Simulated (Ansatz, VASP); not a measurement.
## Zr2SiC2 in VASP and in Ansatz

```
Zr Si C
1.0
     3.90199   -0.03736   -0.01526
    -1.83429    3.49664    0.00329
    -0.14314   -2.18012    5.80392
Zr Si C
2 1 2
Cartesian
  0.0314 1.1444 1.1585
  1.8239 0.1565 4.6340
  -1.6521 2.3238 2.9092
  -0.1882 -1.0083 4.7451
  1.9282 2.3485 1.0423
```

Change from the starting cell: the structure that the rattled cell fell into.

Alike in both runs: functional PBE; k mesh 6 × 6 × 4; occupations gaussian, width 0.1 eV; no spin polarisation.

Ansatz relaxed the structure, and its values are those at the end. VASP's run is a single point on that final structure, the one shown.

|  | VASP | Ansatz |
| --- | --- | --- |
| version | VASP 6.6.1 | Ansatz 0.2.0 |
| potentials or method | VASP PAW PBE potentials, release 64 (Zr_sv, Si, C) | scalar-relativistic, plane waves, PAW |
| plane-wave cutoff (eV) | 520 | 420 |
| valence electrons in the cell | 36 | 36 |

```csv
,VASP,Ansatz,Ansatz less VASP
gap on the k mesh at the Fermi level (eV),none,none,-
pressure (GPa),0.1,0.0,-0.12
rms of the force components (eV/Å),0.011,0.010,-0.0013
```

A gap of «none» marks a metal or a gap that the smearing closes. The functional is the same, so the differences come from potentials, cutoffs and numerics.
